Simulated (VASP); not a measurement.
Here is the system:

```yaml
crystal:
  lattice:
    - [6.73709, 0.00000, 0.00000]
    - [0.00000, 3.35125, 0.00000]
    - [0.00000, 0.00000, 8.54693]
  atoms:
    - { symbol: Ta, position: [0.74870, 0.25000, 0.59150] }
    - { symbol: Ta, position: [0.24870, 0.25000, 0.90850] }
    - { symbol: Ta, position: [0.25130, 0.75000, 0.40850] }
    - { symbol: Ta, position: [0.75130, 0.75000, 0.09150] }
    - { symbol: S, position: [0.62913, 0.25000, 0.89623] }
    - { symbol: S, position: [0.12913, 0.25000, 0.60377] }
    - { symbol: S, position: [0.37087, 0.75000, 0.10377] }
    - { symbol: S, position: [0.87087, 0.75000, 0.39623] }
    - { symbol: S, position: [0.51692, 0.25000, 0.35893] }
    - { symbol: S, position: [0.01692, 0.25000, 0.14107] }
    - { symbol: S, position: [0.48308, 0.75000, 0.64107] }
    - { symbol: S, position: [0.98308, 0.75000, 0.85893] }
```

The numbers are results of PBEsol GGA, VASP's PBE PAW potentials (set 64) (plane waves; VASP), not measurements. Run with 400 eV cut-off, 5×10×4 Γ-centred mesh, tetrahedra with Blöchl corrections, potentials Ta_pv S.

The cores are frozen, which limits the accuracy of field gradients.

Q: Give the principal components of the electric field gradient (V/Å²) and the asymmetry η at each nucleus.

A: 
| atom | Vxx | Vyy | Vzz | η |
|---|---|---|---|---|
| Ta1 | 133.5 | 19.9 | -153.3 | 0.74 |
| Ta2 | 133.5 | 19.9 | -153.3 | 0.74 |
| Ta3 | 133.5 | 19.9 | -153.3 | 0.74 |
| Ta4 | 133.5 | 19.9 | -153.3 | 0.74 |
| S5 | -21.0 | -4.0 | 25.0 | 0.68 |
| S6 | -21.0 | -4.0 | 25.0 | 0.68 |
| S7 | -21.0 | -4.0 | 25.0 | 0.68 |
| S8 | -21.0 | -4.0 | 25.0 | 0.68 |
| S9 | 14.6 | 9.4 | -24.0 | 0.21 |
| S10 | 14.6 | 9.4 | -24.0 | 0.21 |
| S11 | 14.6 | 9.4 | -24.0 | 0.21 |
| S12 | 14.6 | 9.4 | -24.0 | 0.21 |

The structure was generated: TaS2 was put into the cotunnite type (Pnma), which need not be its known phase. It was relaxed first, which changed the volume by -10 %.
